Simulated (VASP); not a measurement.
A run of VASP 6.6.1:

Contents of INCAR:

```
SYSTEM = NaNb
ALGO = Normal
EDIFF = 1E-7
EDIFFG = -0.02
ENCUT = 600
GGA = PE
GGA_COMPAT = .False.
IBRION = 2
ISIF = 3
ISMEAR = -1
LASPH = .True.
LCHARG = .False.
LMAXMIX = 4
LNONCOLLINEAR = .True.
LORBIT = 11
LREAL = .False.
LSORBIT = .True.
LWAVE = .False.
MAGMOM = 0 0 0 0 0 0
NELM = 80
NSW = 60
PREC = Accurate
SIGMA = 0.05
```

The input KPOINTS:

```
k-points
0
Gamma
  6 6 6
  0 0 0
```

POSCAR

```
NaNb
1.0
    0.0000000000      2.8634500000      2.8634500000
    2.8634500000      0.0000000000      2.8634500000
    2.8634500000      2.8634500000      0.0000000000
Na Nb
1 1
Direct
    0.0000000000      0.0000000000      0.0000000000
    0.5000000000      0.5000000000      0.5000000000
```

Potentials or basis: VASP PAW PBE potentials, release 64 (Na_pv, Nb_sv).

The run is started by

```bash
$ cat potpaw_PBE.64/Na_pv/POTCAR potpaw_PBE.64/Nb_sv/POTCAR > POTCAR
$ mpirun -np 1 vasp_ncl > vasp.out
```

Hardware: 1 thread of Intel(R) Xeon(R) Platinum 8488C (Sapphire Rapids) (shared host).

Question: How long does it take, and how much memory?

Answer: Run time: 99 s on 1 thread of Intel(R) Xeon(R) Platinum 8488C (Sapphire Rapids) (shared host), peak memory 0.33 GiB. Counts: scf iterations 37, k points 16, ion steps 3.
